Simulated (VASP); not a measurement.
Output of a VASP run:

### OUTCAR
```
 ion  position               nearest neighbor table
   1  0.083  0.083  0.083-  54 2.75  57 2.75  64 2.75  55 2.75  41 3.18  49 3.18  17 3.18  13 3.18
                             6 3.18  37 3.18
   2  0.250  0.250  0.250-  68 2.75  65 2.75  59 2.75  67 2.75  20 3.18  24 3.18   3 3.18   7 3.18
                             9 3.18  18 3.18
   3  0.083  0.083  0.417-  59 2.75  65 2.75  55 2.75  56 2.75  51 3.18  15 3.18  37 3.18  39 3.18
                            13 3.18   2 3.18
   4  0.250  0.250  0.583-  69 2.74  66 2.75  60 2.75  68 2.75  10 3.15  26 3.15  20 3.18   9 3.18
                            22 3.18   5 3.18
   5  0.083  0.083  0.750-  56 2.75  60 2.75  66 2.75  54 2.75  53 3.18  39 3.18  15 3.18   4 3.18
                            41 3.18  17 3.18
   6  0.250  0.250  0.917-  67 2.75  64 2.75  57 2.75  69 2.78  10 3.15  28 3.15  18 3.18   7 3.18
                            22 3.18   1 3.18
   7  0.083  0.417  0.083-  57 2.75  59 2.75  61 2.75  67 2.75  47 3.18  11 3.18  37 3.18  43 3.18
                             6 3.18   2 3.18
   8  0.250  0.583  0.250-  68 2.75  70 2.75  62 2.75  71 2.77  26 3.14  14 3.17  24 3.18   9 3.18
                            12 3.18  30 3.18
   9  0.083  0.417  0.417-  60 2.75  62 2.75  68 2.75  59 2.75  45 3.18   8 3.18  39 3.18  43 3.18
                             4 3.18   2 3.18
  10  0.086  0.412  0.751-  69 2.71  60 2.74  57 2.74  63 2.75   4 3.15   6 3.15  41 3.16  58 3.21
                            45 3.21  47 3.21
  11  0.250  0.583  0.917-  67 2.75  70 2.75  61 2.75  72 2.77  12 3.18  24 3.18   7 3.18  34 3.18
                            16 3.21  28 3.21
  12  0.083  0.750  0.083-  61 2.75  54 2.75  70 2.75  62 2.75  53 3.18  43 3.18  11 3.18   8 3.18
                            49 3.18  17 3.18
  13  0.250  0.917  0.250-  65 2.75  55 2.75  64 2.75  71 2.76  32 3.17  18 3.18   3 3.18  30 3.18
                             1 3.18  14 3.21
  14  0.080  0.751  0.415-  62 2.71  55 2.74  71 2.77  63 2.78  49 3.13  45 3.16   8 3.17  51 3.19
                            13 3.21  58 3.21
  15  0.250  0.917  0.583-  56 2.75  65 2.75  66 2.75  72 2.75  16 3.13  32 3.18  20 3.18   5 3.18
                             3 3.18  34 3.18
  16  0.082  0.757  0.748-  56 2.68  72 2.77  61 2.77  63 2.84  15 3.13  53 3.14  51 3.15  58 3.20
                            11 3.21  47 3.23
  17  0.250  0.917  0.917-  64 2.75  54 2.75  70 2.75  66 2.75   1 3.18  22 3.18  30 3.18  34 3.18
                            12 3.18   5 3.18
  18  0.417  0.083  0.083-  64 2.75  65 2.75  73 2.75  67 2.75  35 3.18  13 3.18  23 3.18  31 3.18
                             6 3.18   2 3.18
  19  0.583  0.250  0.250-  68 2.75  76 2.75  77 2.75  74 2.75  26 3.15  24 3.18  20 3.18  38 3.18
                            42 3.18  36 3.18
  20  0.417  0.083  0.417-  66 2.75  74 2.75  68 2.75  65 2.75  33 3.18  15 3.18  19 3.18  31 3.18
                             4 3.18   2 3.18
  21  0.583  0.250  0.583-  77 2.75  75 2.75  78 2.75  69 2.78  28 3.15  22 3.18  38 3.18  40 3.18
                            44 3.18  26 3.22
  22  0.417  0.083  0.750-  64 2.75  66 2.75  75 2.75  69 2.79  17 3.18  21 3.18  33 3.18  35 3.18
                             4 3.18   6 3.18
  23  0.583  0.250  0.917-  67 2.75  76 2.75  78 2.75  73 2.75  24 3.18  36 3.18  18 3.18  40 3.18
                            46 3.18  28 3.19
  24  0.417  0.417  0.083-  70 2.75  76 2.75  68 2.75  67 2.75  29 3.18  11 3.18  19 3.18  23 3.18
                             8 3.18   2 3.18
  25  0.583  0.583  0.250-  77 2.75  79 2.75  80 2.75  71 2.78  30 3.18  42 3.18  48 3.18  44 3.18
                            32 3.18  26 3.21
  26  0.414  0.416  0.415-  68 2.70  69 2.75  71 2.76  77 2.78   8 3.14   4 3.15  19 3.15  25 3.21
                            21 3.22  58 3.23
  27  0.583  0.583  0.583-  72 2.75  78 2.75  80 2.75  81 2.75  44 3.18  46 3.18  50 3.18  34 3.18
                            32 3.19  28 3.21
  28  0.416  0.414  0.749-  69 2.73  78 2.76  67 2.76  72 2.78  21 3.15   6 3.15  23 3.19  58 3.19
                            27 3.21  11 3.21
  29  0.583  0.583  0.917-  70 2.75  76 2.75  81 2.75  79 2.75  24 3.18  30 3.18  34 3.18  42 3.18
                            46 3.18  52 3.18
  30  0.417  0.750  0.083-  70 2.75  79 2.75  64 2.75  71 2.81  17 3.18  25 3.18  29 3.18  35 3.18
                             8 3.18  13 3.18
  31  0.583  0.917  0.250-  65 2.75  73 2.75  74 2.75  80 2.75  20 3.18  36 3.18  18 3.18  48 3.18
                            50 3.18  32 3.19
  32  0.415  0.750  0.417-  71 2.73  72 2.73  65 2.76  80 2.77  58 3.16  13 3.17  15 3.18  25 3.18
                            27 3.19  31 3.19
  33  0.583  0.917  0.583-  66 2.75  74 2.75  81 2.75  75 2.75  20 3.18  22 3.18  34 3.18  38 3.18
                            50 3.18  52 3.18
  34  0.417  0.750  0.750-  70 2.75  81 2.75  66 2.75  72 2.77  29 3.18  33 3.18  11 3.18  15 3.18
                            17 3.18  27 3.18
  35  0.583  0.917  0.917-  64 2.75  73 2.75  75 2.75  79 2.75  18 3.18  22 3.18  30 3.18  40 3.18
                            48 3.18  52 3.18
  36  0.750  0.083  0.083-  73 2.75  54 2.75  76 2.75  74 2.75  53 3.18  31 3.18  23 3.18  19 3.18
                            49 3.18  41 3.18
  37  0.917  0.250  0.250-  59 2.75  55 2.75  77 2.75  57 2.75   3 3.18   7 3.18  42 3.18  44 3.18
                            38 3.18   1 3.18
  38  0.750  0.083  0.417-  55 2.75  77 2.75  75 2.75  74 2.75  21 3.18  33 3.18  49 3.18  51 3.18
                            19 3.18  37 3.18
  39  0.917  0.250  0.583-  56 2.75  78 2.75  60 2.75  59 2.75   3 3.18   5 3.18   9 3.18  44 3.18
                            40 3.18  46 3.18
  40  0.750  0.083  0.750-  75 2.75  56 2.75  78 2.75  73 2.75  35 3.18  51 3.18  39 3.18  23 3.18
...
```

**OSZICAR**
```
...
RMM:   3    -0.230382393712E+03   -0.47494E-04   -0.21035E-03   300   0.860E-02    0.205E-02
RMM:   4    -0.230382425928E+03   -0.32216E-04   -0.36348E-04   302   0.363E-02    0.167E-02
RMM:   5    -0.230382430823E+03   -0.48951E-05   -0.69260E-05   251   0.176E-02
   4 F= -.23038243E+03 E0= -.23038243E+03  d E =-.221954E+00
       N       E                     dE             d eps       ncg     rms          rms(c)
DAV:   1    -0.230406118295E+03   -0.23692E-01   -0.49824E-01   312   0.120E+00    0.260E-01
RMM:   2    -0.230406168075E+03   -0.49780E-04   -0.38384E-02   300   0.370E-01    0.894E-02
RMM:   3    -0.230406347957E+03   -0.17988E-03   -0.71189E-03   300   0.158E-01    0.416E-02
RMM:   4    -0.230406432628E+03   -0.84671E-04   -0.10503E-03   306   0.668E-02    0.298E-02
RMM:   5    -0.230406449275E+03   -0.16647E-04   -0.25469E-04   305   0.344E-02    0.125E-02
RMM:   6    -0.230406454343E+03   -0.50683E-05   -0.65938E-05   268   0.163E-02
   5 F= -.23040645E+03 E0= -.23040645E+03  d E =-.240235E-01
       N       E                     dE             d eps       ncg     rms          rms(c)
DAV:   1    -0.230414763573E+03   -0.83143E-02   -0.52322E-01   312   0.123E+00    0.272E-01
RMM:   2    -0.230414813959E+03   -0.50385E-04   -0.40657E-02   300   0.379E-01    0.928E-02
RMM:   3    -0.230415015122E+03   -0.20116E-03   -0.75650E-03   300   0.163E-01    0.430E-02
RMM:   4    -0.230415110414E+03   -0.95292E-04   -0.11477E-03   308   0.690E-02    0.309E-02
RMM:   5    -0.230415128799E+03   -0.18385E-04   -0.27336E-04   305   0.354E-02    0.131E-02
RMM:   6    -0.230415133805E+03   -0.50056E-05   -0.68702E-05   272   0.167E-02
   6 F= -.23041513E+03 E0= -.23041513E+03  d E =-.327030E-01
       N       E                     dE             d eps       ncg     rms          rms(c)
DAV:   1    -0.230421052980E+03   -0.59242E-02   -0.87348E-02   312   0.566E-01    0.993E-02
RMM:   2    -0.230421175103E+03   -0.12212E-03   -0.61509E-03   300   0.157E-01    0.396E-02
RMM:   3    -0.230421200833E+03   -0.25730E-04   -0.10855E-03   300   0.687E-02    0.191E-02
RMM:   4    -0.230421213908E+03   -0.13075E-04   -0.17624E-04   306   0.301E-02    0.121E-02
RMM:   5    -0.230421217412E+03   -0.35047E-05   -0.41659E-05   248   0.153E-02
   7 F= -.23042122E+03 E0= -.23042122E+03  d E =-.608361E-02
       N       E                     dE             d eps       ncg     rms          rms(c)
DAV:   1    -0.230422799430E+03   -0.15855E-02   -0.69409E-02   312   0.504E-01    0.881E-02
RMM:   2    -0.230422901784E+03   -0.10235E-03   -0.48422E-03   300   0.140E-01    0.350E-02
RMM:   3    -0.230422925160E+03   -0.23375E-04   -0.85729E-04   300   0.614E-02    0.170E-02
RMM:   4    -0.230422936355E+03   -0.11195E-04   -0.14331E-04   305   0.271E-02    0.109E-02
RMM:   5    -0.230422939203E+03   -0.28479E-05   -0.32452E-05   228   0.135E-02
   8 F= -.23042294E+03 E0= -.23042294E+03  d E =-.780540E-02
       N       E                     dE             d eps       ncg     rms          rms(c)
DAV:   1    -0.230424286754E+03   -0.13504E-02   -0.20177E-02   312   0.285E-01    0.484E-02
RMM:   2    -0.230424311459E+03   -0.24705E-04   -0.12781E-03   300   0.716E-02    0.197E-02
RMM:   3    -0.230424321350E+03   -0.98912E-05   -0.23459E-04   300   0.320E-02    0.978E-03
RMM:   4    -0.230424325174E+03   -0.38244E-05   -0.38908E-05   234   0.144E-02
   9 F= -.23042433E+03 E0= -.23042433E+03  d E =-.138597E-02
```

OUTCAR:
```
------------------------ aborting loop because EDIFF is reached ----------------------------------------
  FORCE on cell =-STRESS in cart. coord.  units (eV):
  Direction    XX          YY          ZZ          XY          YZ          ZX
  --------------------------------------------------------------------------------------
  Total       -0.1077038     -0.0946388     -0.0989581      0.0036231     -0.0049765     -0.0038613
  in kB       -0.0993499     -0.0872983     -0.0912826      0.0033421     -0.0045905     -0.0035618
  external PRESSURE =      -0.0926436 kB  Pullay stress =       0.0000000 kB
  volume of cell :     1736.90
      direct lattice vectors                 reciprocal lattice vectors
     0.000000000  9.540724553  9.540724553    -0.052406921  0.052406921  0.052406921
     9.540724553  0.000000000  9.540724553     0.052406921 -0.052406921  0.052406921
     9.540724553  9.540724553  0.000000000     0.052406921  0.052406921 -0.052406921
 POSITION                                       TOTAL-FORCE (eV/Angst)
 -----------------------------------------------------------------------------------
      1.59140      1.59050      1.58922        -0.002803      0.002989      0.001571
      4.76213      4.76960      4.77185         0.003737      0.000940      0.000871
      4.77071      4.76779      1.58833         0.001813      0.001241     -0.001114
      7.96997      7.95112      4.79207         0.004527      0.002644      0.000776
      7.95055      7.94931      1.58879        -0.006066      0.000751      0.003894
     11.12473     11.10587      4.79273        -0.000203      0.001187      0.000839
      4.76955      1.58722      4.77037         0.001928      0.001553      0.000136
      7.97440      4.79042      7.95188        -0.000987      0.003459      0.004276
      7.94843      4.76689      4.76776         0.000604      0.000374      0.000760
     11.12916      7.94951      4.76656        -0.000411     -0.001532     -0.011171
     14.28632     11.10566      7.95592        -0.000904     -0.002181     -0.002228
      7.94930      1.58783      7.94937        -0.000421      0.006432      0.000729
     11.12707      4.79335     11.10337        -0.002171     -0.000779      0.000563
     11.13212      4.76562      7.94431        -0.000331     -0.005172      0.005520
     14.28848      7.95357     11.10691        -0.003954      0.000931     -0.002206
     14.31216      7.94727      7.94920         0.005803      0.002197     -0.002217
     17.49643     11.12654     11.12678        -0.004178      0.000068      0.000622
      1.58898      4.76984      4.76906        -0.000911     -0.005723     -0.005368
      4.77166      7.94782      7.94958        -0.009929      0.000309      0.000144
      4.76769      7.94847      4.76993         0.008303     -0.000698     -0.007049
      7.97321     11.10374      7.94569         0.000735      0.001527     -0.003608
      7.93152     11.14892      4.75110        -0.007393      0.004472     -0.009337
     11.13066     14.30511      7.94921        -0.001036      0.011294     -0.001456
      4.76841      4.76719      7.94937         0.007765     -0.004812      0.000852
      7.97723      7.94393     11.10374        -0.004635      0.001594      0.000216
      7.94840      7.94646      7.94784        -0.007937      0.003639      0.000569
     11.13686     11.10519     11.10533        -0.003403     -0.001477     -0.004375
     11.12813     11.12520      7.94866         0.005136      0.016250      0.001061
     14.30748     14.31594     11.12460         0.001977     -0.004608     -0.001633
      7.93224      4.75119     11.14836        -0.005278     -0.008468      0.003009
     11.12991      7.94980     14.30639         0.001645     -0.004193      0.013090
     11.13091      7.94826     11.12752         0.001379      0.001975      0.012348
     14.30562     11.12553     14.31534         0.006038     -0.001122     -0.002799
     14.33073     11.14994     11.14979         0.009296      0.002036      0.003846
     17.49652     14.31541     14.31469        -0.000740     -0.005255     -0.001689
      1.59003      7.94885      7.94967        -0.003089      0.002559      0.001718
      4.76750     11.12621     11.12679        -0.001821      0.002603      0.000427
      4.77022     11.12936      7.95098         0.004292      0.006801     -0.002585
      7.95423     14.31094     11.12717        -0.008116      0.000667     -0.002485
      7.95087     14.30824      7.95066        -0.007929     -0.001499     -0.000380
     11.13088     17.49180     11.13132        -0.002772     -0.003069     -0.011237
      4.77095      7.95129     11.13166         0.003457     -0.004120      0.000989
      7.95274     11.12411     14.31315        -0.002354      0.006605     -0.000338
      7.95011     11.12825     11.13030        -0.000945      0.003555      0.000447
     11.13291     14.33371     14.33062         0.000627      0.001540      0.004114
     11.12910     14.30991     11.12817         0.000962     -0.004895      0.006214
     14.28608     17.48763     14.33380         0.000237     -0.002328      0.003571
      7.94939      7.95045     14.30988        -0.002871     -0.000901     -0.001020
     11.12941     11.13062     17.48989         0.001905     -0.009033      0.002965
     11.12954     11.12953     14.30822         0.001951      0.006081     -0.000883
     14.28798     14.33457     17.48619        -0.004487     -0.000212     -0.002520
     14.33079     14.29154     14.28853         0.005397     -0.007713     -0.000952
     17.48952     17.48909     17.49164         0.009066      0.002877     -0.001523
     19.08085     19.08072     19.08066         0.003898      0.003475      0.004755
     12.71969     12.71883     19.07840        -0.001097     -0.003549     -0.000327
     15.90199     15.90152     19.07954         0.006160     -0.002106      0.004318
...
```
(Selected blocks of OUTCAR.)

### POSCAR
```
Mg53Si28
1
    0.0000000000     9.5407245525     9.5407245525
    9.5407245525     0.0000000000     9.5407245525
    9.5407245525     9.5407245525     0.0000000000
Mg Si
53 28
Direct
  0.0833330000   0.0833330000   0.0833330000
  0.2500000000   0.2500000000   0.2500000000
  0.0833330000   0.0833330000   0.4166670000
  0.2500000000   0.2500000000   0.5833330000
  0.0833330000   0.0833330000   0.7500000000
  0.2500000000   0.2500000000   0.9166670000
  0.0833330000   0.4166670000   0.0833330000
  0.2500000000   0.5833330000   0.2500000000
  0.0833330000   0.4166670000   0.4166670000
  0.0857230000   0.4119300000   0.7511310000
  0.2500000000   0.5833330000   0.9166670000
  0.0833330000   0.7500000000   0.0833330000
  0.2500000000   0.9166670000   0.2500000000
  0.0798180000   0.7509280000   0.4150560000
  0.2500000000   0.9166670000   0.5833330000
  0.0820470000   0.7565050000   0.7482520000
  0.2500000000   0.9166670000   0.9166670000
  0.4166670000   0.0833330000   0.0833330000
  0.5833330000   0.2500000000   0.2500000000
  0.4166670000   0.0833330000   0.4166670000
  0.5833330000   0.2500000000   0.5833330000
  0.4166670000   0.0833330000   0.7500000000
  0.5833330000   0.2500000000   0.9166670000
  0.4166670000   0.4166670000   0.0833330000
  0.5833330000   0.5833330000   0.2500000000
  0.4143380000   0.4156510000   0.4148690000
  0.5833330000   0.5833330000   0.5833330000
  0.4161950000   0.4140470000   0.7494250000
  0.5833330000   0.5833330000   0.9166670000
  0.4166670000   0.7500000000   0.0833330000
  0.5833330000   0.9166670000   0.2500000000
  0.4153240000   0.7498010000   0.4171120000
  0.5833330000   0.9166670000   0.5833330000
  0.4166670000   0.7500000000   0.7500000000
  0.5833330000   0.9166670000   0.9166670000
  0.7500000000   0.0833330000   0.0833330000
  0.9166670000   0.2500000000   0.2500000000
  0.7500000000   0.0833330000   0.4166670000
  0.9166670000   0.2500000000   0.5833330000
  0.7500000000   0.0833330000   0.7500000000
  0.9166670000   0.2500000000   0.9166670000
  0.7500000000   0.4166670000   0.0833330000
  0.9166670000   0.5833330000   0.2500000000
  0.7500000000   0.4166670000   0.4166670000
  0.9166670000   0.5833330000   0.5833330000
  0.7500000000   0.4166670000   0.7500000000
  0.9166670000   0.5833330000   0.9166670000
  0.7500000000   0.7500000000   0.0833330000
  0.9166670000   0.9166670000   0.2500000000
  0.7500000000   0.7500000000   0.4166670000
  0.9166670000   0.9166670000   0.5833330000
  0.7500000000   0.7500000000   0.7500000000
  0.9166670000   0.9166670000   0.9166670000
  0.0000000000   0.0000000000   0.0000000000
  0.0000000000   0.0000000000   0.3333330000
  0.0000000000   0.0000000000   0.6666670000
  0.0000000000   0.3333330000   0.0000000000
  0.2478560000   0.5856630000   0.5832630000
  0.0000000000   0.3333330000   0.3333330000
  0.0000000000   0.3333330000   0.6666670000
  0.0000000000   0.6666670000   0.0000000000
  0.0000000000   0.6666670000   0.3333330000
  0.0011260000   0.6614030000   0.6671020000
  0.3333330000   0.0000000000   0.0000000000
  0.3333330000   0.0000000000   0.3333330000
  0.3333330000   0.0000000000   0.6666670000
  0.3333330000   0.3333330000   0.0000000000
  0.3333330000   0.3333330000   0.3333330000
  0.3313180000   0.3369540000   0.6640560000
  0.3333330000   0.6666670000   0.0000000000
  0.3309930000   0.6657600000   0.3381210000
  0.3334780000   0.6666590000   0.6652050000
  0.6666670000   0.0000000000   0.0000000000
  0.6666670000   0.0000000000   0.3333330000
  0.6666670000   1.0000000000   0.6666670000
  0.6666670000   0.3333330000   0.0000000000
  0.6666670000   0.3333330000   0.3333330000
  0.6666670000   0.3333330000   0.6666670000
  0.6666670000   0.6666670000   0.0000000000
  0.6666670000   0.6666670000   0.3333330000
  0.6666670000   0.6666670000   0.6666670000
```

Question: Write an INCAR and KPOINTS that could have produced this output.

Answer: Several could match; the one computed here: the input of the run itself, PBE GGA, plane waves, VASP's PBE PAW potentials (set 64).

### INCAR
```
! general
SYSTEM  =  Mg53Si28
PREC    =  Normal
ENCUT   =  400   ! plane-wave cut-off (eV)
LREAL   =  Auto
LASPH   =  .True.   ! aspherical one-centre terms
ISYM    =  0

! electronic loop
EDIFF   =  1E-5
NELM    =  100   ! most electronic steps
NELMIN  =  4
ALGO    =  Fast   ! Davidson, then RMM-DIIS

! smearing
ISMEAR  =  0
SIGMA   =  0.05   ! width (eV)

! functional
GGA     =  PE   ! PBE

! ions
IBRION  =  2   ! conjugate gradients
NSW     =  60
ISIF    =  2   ! forces and stress, cell fixed
EDIFFG  =  -0.03   ! ionic stop

! output
LWAVE   =  .False.
LCHARG  =  .False.
```

KPOINTS:
```
K-points
0
Gamma
  1 1 1
0 0 0
```

POTCAR, in this order: Mg Si (PBE.64 set). Program: vasp_gam.

The supercell is sampled at Γ alone, which is coarse: total energies, pressure and levels can be off, energies of defects by several tenths of an eV.

The cell is a supercell with a defect, built from a database entry that may be metastable or hypothetical: Si_Mg. The run is not spin-polarised, so no state with unpaired spins was tried.
